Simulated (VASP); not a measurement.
Wanted: the native input for a VASP 6.6.1 run.

```
Task                   : single point
Functional             : PBE
Potentials or basis    : VASP PAW PBE potentials, release 64 (Sn_d, Be)
Cutoff                 : 520 eV
k mesh                 : 6 × 6 × 6
Occupations            : fermi-dirac, width 0.02 eV
Spin                   : no spin polarisation
Dipole correction      : no
Further INCAR settings : ALGO = Fast; EDIFF = 1e-07; NBANDS = 16
```

The structure of Be2Sn lies in POSCAR:

```
Be2Sn
1.0
    0.0000000000      2.9015655565      2.9015655565
    2.9015655565      0.0000000000      2.9015655565
    2.9015655565      2.9015655565      0.0000000000
Sn Be
1 2
Direct
    0.0000000000      0.0000000000      0.0000000000
    0.2500000000      0.2500000000      0.2500000000
    0.7500000000      0.7500000000      0.7500000000
```

The cell was built by a generator and needn't be a form met in nature.

One way to write it, as run:

INCAR

```
SYSTEM = Be2Sn
  ALGO = Fast
  EDIFF = 1E-7
  ENCUT = 520
  GGA = PE
  ISIF = 2
  ISMEAR = -1
  LASPH = .True.
  LCHARG = .False.
  LREAL = .False.
  LWAVE = .False.
  NBANDS = 16
  NELM = 100
  PREC = Accurate
  SIGMA = 0.02
```

KPOINTS

```
k-points
0
Gamma
  6 6 6
  0 0 0
```

Potentials or basis: VASP PAW PBE potentials, release 64 (Sn_d, Be).

The run is started by

```console
$ cat potpaw_PBE.64/Sn_d/POTCAR potpaw_PBE.64/Be/POTCAR > POTCAR
$ mpirun -np 1 vasp_std > vasp.out
```

Results of the run:

```yaml
Pressure: 0.3 GPa
Band_gap_on_the_k_mesh: none (metal or under the smearing width)
```

It took 7.2 s on 1 thread of Intel(R) Xeon(R) 6975P-C (Granite Rapids) (shared host), peak memory 0.17 GiB.
